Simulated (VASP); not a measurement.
These are LDA (Ceperley-Alder, Perdew-Zunger), VASP's LDA PAW potentials (set 64) (plane waves; VASP) values and carry that method's errors.

Input for VASP

**POSCAR**
```
Ca2Si
1
    0.0000000000     3.5852350000     3.5852350000
    3.5852350000     0.0000000000     3.5852350000
    3.5852350000     3.5852350000     0.0000000000
Ca Si
2 1
Direct
  0.7500000000   0.7500000000   0.7500000000
  0.2500000000   0.2500000000   0.2500000000
  0.0000000000   0.0000000000   0.0000000000
```

### KPOINTS
```
Automatic mesh
0
Gamma
8 8 8
0 0 0
```

**INCAR**
```
! general
SYSTEM  =  Ca2Si
PREC    =  Accurate
ENCUT   =  300   ! plane-wave cut-off (eV)
LREAL   =  .FALSE.   ! projection in real space or not
LASPH   =  .TRUE.   ! aspherical one-centre terms

! electronic loop
EDIFF   =  1E-6   ! SCF stop (eV)
NELM    =  100   ! most electronic steps
ALGO    =  Normal   ! blocked Davidson

! smearing
ISMEAR  =  0   ! Gaussian
SIGMA   =  0.01

! ions
ISIF    =  2

! output
LWAVE   =  .FALSE.
LCHARG  =  .FALSE.
```

POTCAR, in this order: Ca_sv Si (LDA.64 set). Program: vasp_std.

Output

### OSZICAR
```
       N       E                     dE             d eps       ncg     rms          rms(c)
DAV:   1     0.136385678368E+03    0.13639E+03   -0.95310E+03   960   0.905E+02
DAV:   2    -0.405803103091E+01   -0.14044E+03   -0.13899E+03  1128   0.295E+02
DAV:   3    -0.123205301836E+02   -0.82625E+01   -0.82580E+01  1848   0.502E+01
DAV:   4    -0.125391741749E+02   -0.21864E+00   -0.21864E+00  1288   0.926E+00
DAV:   5    -0.125469726888E+02   -0.77985E-02   -0.77985E-02  1600   0.123E+00    0.564E+00
DAV:   6    -0.118939482894E+02    0.65302E+00   -0.20335E+00   984   0.384E+00    0.312E+00
DAV:   7    -0.118110390483E+02    0.82909E-01   -0.46743E-01  1352   0.246E+00    0.102E+00
DAV:   8    -0.118015784970E+02    0.94606E-02   -0.47204E-02  1240   0.133E+00    0.208E-01
DAV:   9    -0.118006577722E+02    0.92072E-03   -0.41558E-03  1424   0.344E-01    0.134E-01
DAV:  10    -0.118006632051E+02   -0.54329E-05   -0.94020E-04  1416   0.249E-01    0.388E-02
DAV:  11    -0.118006666119E+02   -0.34068E-05   -0.76649E-05  1408   0.553E-02    0.254E-02
DAV:  12    -0.118006543831E+02    0.12229E-04   -0.54118E-05  1400   0.548E-02    0.351E-03
DAV:  13    -0.118006546577E+02   -0.27463E-06   -0.64037E-06  1288   0.134E-02
   1 F= -.11800655E+02 E0= -.11800655E+02  d E =-.360637E-83
```

OUTCAR:
```
------------------------ aborting loop because EDIFF is reached ----------------------------------------
  FORCE on cell =-STRESS in cart. coord.  units (eV):
  Direction    XX          YY          ZZ          XY          YZ          ZX
  --------------------------------------------------------------------------------------
  Total       -1.5275841     -1.5275841     -1.5275841      0.0000000      0.0000000     -0.0000000
  in kB      -26.5541761    -26.5541761    -26.5541761      0.0000000      0.0000000     -0.0000000
  external PRESSURE =     -26.5541761 kB  Pullay stress =       0.0000000 kB
  volume of cell :       92.17
      direct lattice vectors                 reciprocal lattice vectors
     0.000000000  3.585235000  3.585235000    -0.139460872  0.139460872  0.139460872
     3.585235000  0.000000000  3.585235000     0.139460872 -0.139460872  0.139460872
     3.585235000  3.585235000  0.000000000     0.139460872  0.139460872 -0.139460872
 POSITION                                       TOTAL-FORCE (eV/Angst)
 -----------------------------------------------------------------------------------
      5.37785      5.37785      5.37785         0.000000     -0.000000      0.000000
      1.79262      1.79262      1.79262        -0.000000      0.000000     -0.000000
      0.00000      0.00000      0.00000        -0.000000     -0.000000     -0.000000
 -----------------------------------------------------------------------------------
    total drift:                               -0.000000      0.000000      0.000000
  FREE ENERGIE OF THE ION-ELECTRON SYSTEM (eV)
  ---------------------------------------------------
  free  energy   TOTEN  =       -11.8006546577 eV

  energy  without entropy=      -11.8006546577  energy(sigma->0) =      -11.80065466
```
(Selected blocks of OUTCAR.)

OUTCAR:
```
 val. band max:        2.1169913514   @ k =   0.5000   0.5000   0.0000

 cond. band min:       2.6204530482   @ k =   0.5000   0.5000   0.0000


 Fermi energy:         2.2520877108

 k-point     1 :       0.0000    0.0000    0.0000
  band No.  band energies     occupation
      1     -38.0513      2.00000
      2     -38.0049      2.00000
      3     -19.4187      2.00000
      4     -19.4187      2.00000
      5     -19.4187      2.00000
      6     -19.2748      2.00000
      7     -19.2748      2.00000
      8     -19.2748      2.00000
      9      -4.4161      2.00000
     10       1.7160      2.00000
     11       1.7160      2.00000
     12       1.7160      2.00000
     13       3.7736      0.00000
     14       3.8745      0.00000
     15       3.8745      0.00000
     16       6.8842      0.00000

 k-point     2 :       0.1250    0.0000    0.0000
  band No.  band energies     occupation
      1     -38.0495      2.00000
      2     -38.0066      2.00000
      3     -19.4144      2.00000
      4     -19.4135      2.00000
      5     -19.4135      2.00000
      6     -19.2826      2.00000
      7     -19.2809      2.00000
      8     -19.2809      2.00000
      9      -4.3283      2.00000
     10       1.3622      2.00000
     11       1.7617      2.00000
     12       1.7617      2.00000
     13       3.9214      0.00000
     14       3.9214      0.00000
     15       4.3072      0.00000
     16       6.3808      0.00000

 k-point     3 :       0.2500    0.0000    0.0000
  band No.  band energies     occupation
      1     -38.0443      2.00000
      2     -38.0115      2.00000
      3     -19.4031      2.00000
      4     -19.3988      2.00000
      5     -19.3988      2.00000
      6     -19.3026      2.00000
      7     -19.2974      2.00000
      8     -19.2974      2.00000
      9      -4.1003      2.00000
     10       0.7957      2.00000
     11       1.8744      2.00000
     12       1.8744      2.00000
     13       4.0703      0.00000
...
```

At this cut-off the stress carries a Pulay error, which pulls relaxed volumes low.

The structure comes from a computed database's Ca2Si entry (Fm-3m); how it stands against other phases isn't given here. The cell was not relaxed at this level. The run is one of a series of settings (GGA removed, POTCAR Ca_sv Si (LDA.64 set) against the base run), some of them coarse on purpose.
